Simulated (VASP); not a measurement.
Here is the system:

```
CELL_PARAMETERS angstrom
      3.41640     0.00000     0.00000
      0.00000     3.41640     0.00000
      0.00000     0.00000     3.41640
ATOMIC_POSITIONS crystal
  Si 0.00000 0.00000 0.00000
  Ni 0.00000 0.50000 0.50000
  Ni 0.50000 0.00000 0.50000
  Ni 0.50000 0.50000 0.00000
```

These are PBE GGA, VASP's PBE PAW potentials (set 64) (plane waves; VASP) values and carry that method's errors. Numerical set-up: 500 eV cut-off, 9×9×9 Γ-centred mesh, first-order Methfessel-Paxton smearing of 0.10 eV, potentials Si Ni.

Energy and stress use the plane-wave basis of the starting cell.

**Question.** The ions, cell shape and volume at an external pressure of 30.0 GPa are relaxed. Predict the relaxed structure.

**Answer.** 
```
CELL_PARAMETERS angstrom
      3.38140     0.00000     0.00000
      0.00000     3.38140     0.00000
      0.00000     0.00000     3.38140
ATOMIC_POSITIONS crystal
  Si 0.00000 0.00000 0.00000
  Ni 0.00000 0.50000 0.50000
  Ni 0.50000 0.00000 0.50000
  Ni 0.50000 0.50000 0.00000
```
Space group Pm-3m (221), at a tolerance of 0.03 Å.

**Question.** How do energy and volume change from the first to the last step?

**Answer.** The energy (σ→0) changes by +46.7 meV/atom and the volume by -3.0 %, in 3 ionic steps.

```json
[
 {"step": "1", "E(σ→0) (eV)": "-23.4946", "max force (eV/Å)": "0.000", "pressure (GPa)": "19.82", "volume (Å³)": "39.88"},
 {"step": "2", "E(σ→0) (eV)": "-22.7058", "max force (eV/Å)": "0.000", "pressure (GPa)": "54.28", "volume (Å³)": "36.33"},
 {"step": "3", "E(σ→0) (eV)": "-23.3079", "max force (eV/Å)": "0.000", "pressure (GPa)": "29.82", "volume (Å³)": "38.66"}
]
```

The compound is Ni3Si in the L1_2 structure. This run relaxes it under an external pressure of 30 GPa. Symmetry was kept, so distortions that lower it aren't found. The run is not spin-polarised, so no magnetic state was tried.
